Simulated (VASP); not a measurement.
Wanted: the native input for a VASP 6.6.1 run.

```
Task                   : single point
Functional             : PBE
Potentials or basis    : VASP PAW PBE potentials, release 64 (Ba_sv, Al, H)
Cutoff                 : 520 eV
k mesh                 : 4 × 4 × 4
Occupations            : gaussian, width 0.1 eV
Spin                   : no spin polarisation
Dipole correction      : no
Further INCAR settings : ALGO = Normal; EDIFF = 1e-06; NBANDS = 20
```

The structure of BaAlH6 lies in POSCAR:

```
BaAlH6
1.0
    0.0000000000      3.8680435032      3.8680435032
    3.8680435032      0.0000000000      3.8680435032
    3.8680435032      3.8680435032      0.0000000000
Ba Al H
1 1 6
Direct
    0.5000000000      0.5000000000      0.5000000000
    0.7500000000      0.7500000000      0.7500000000
    0.5257534105     -0.0257534105     -0.0257534105
   -0.0257534105      0.5257534105      0.5257534105
   -0.0257534105      0.5257534105     -0.0257534105
    0.5257534105     -0.0257534105      0.5257534105
   -0.0257534105     -0.0257534105      0.5257534105
    0.5257534105      0.5257534105     -0.0257534105
```

The cell was built by a generator and needn't be a form met in nature.

The cell isn't the ideal one: random cell by space group and Wyckoff sites (F-43m, No. 216).

The input as run:

INCAR

```
SYSTEM = BaAlH6
ALGO     = Normal         ! electronic algorithm
EDIFF    = 1E-6           ! SCF threshold, eV
ENCUT    = 520            ! plane-wave cutoff, eV
GGA      = PE             ! functional
ISIF     = 2              ! what is computed and relaxed
ISMEAR   = 0              ! smearing method
LASPH    = .TRUE.         ! aspherical terms in the spheres
LCHARG   = .FALSE.        ! write CHGCAR
LREAL    = .FALSE.        ! projectors in reciprocal space
LWAVE    = .FALSE.        ! write WAVECAR
NBANDS   = 20             ! bands
NELM     = 100            ! most SCF steps
PREC     = Accurate       ! precision mode
SIGMA    = 0.1            ! smearing width, eV
```

KPOINTS

```
k-points
0
G
  4 4 4
  0 0 0
```

Potentials or basis: VASP PAW PBE potentials, release 64 (Ba_sv, Al, H).

Launch:

```bash
$ cat potpaw_PBE.64/Ba_sv/POTCAR potpaw_PBE.64/Al/POTCAR potpaw_PBE.64/H/POTCAR > POTCAR
$ mpirun -np 1 vasp_std > vasp.out
```

Results of the run:

```
Pressure               : 0.5 GPa
Largest force          : 0.003 eV/Å
Band gap on the k mesh : none (metal or under the smearing width)
```

Run time: 17 s on 1 thread of AMD EPYC 9R45 (Zen 5) (shared host), peak memory 0.22 GiB.
